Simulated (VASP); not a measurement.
Given:

```yaml
crystal:
  lattice:
    - [0.00000, 3.22166, 3.22166]
    - [3.22166, 0.00000, 3.22166]
    - [3.22166, 3.22166, 0.00000]
  atoms:
    - { symbol: Mg, position: [0.00000, 0.00000, 0.00000] }
    - { symbol: Te, position: [0.25000, 0.25000, 0.25000] }
```

All values below come from PBEsol GGA, VASP's PBE PAW potentials (set 64) (plane waves; VASP 6.6.1). Numerical set-up: 480 eV cut-off, 8×8×8 Γ-centred mesh, Gaussian smearing of 0.050 eV, potentials Mg Te.

Unless said otherwise, spin-orbit coupling is left out, though it shifts the bands of the heavy elements here.

Task: What does the run give for the energy per atom (σ→0), band gap (on the k-mesh) with the smallest direct gap where there is one?

Result: 
```json
{
 "band gap (on the k-mesh)": "2.34 eV",
 "smallest direct gap (on the k-mesh)": "2.34 eV",
 "energy per atom (σ→0)": "-3.446 eV/atom"
}
```

The absolute energy has meaning only against runs of the same code, potentials and settings.

The compound is MgTe in the zinc blende structure, whereas wurtzite is the usual form. It was relaxed first.
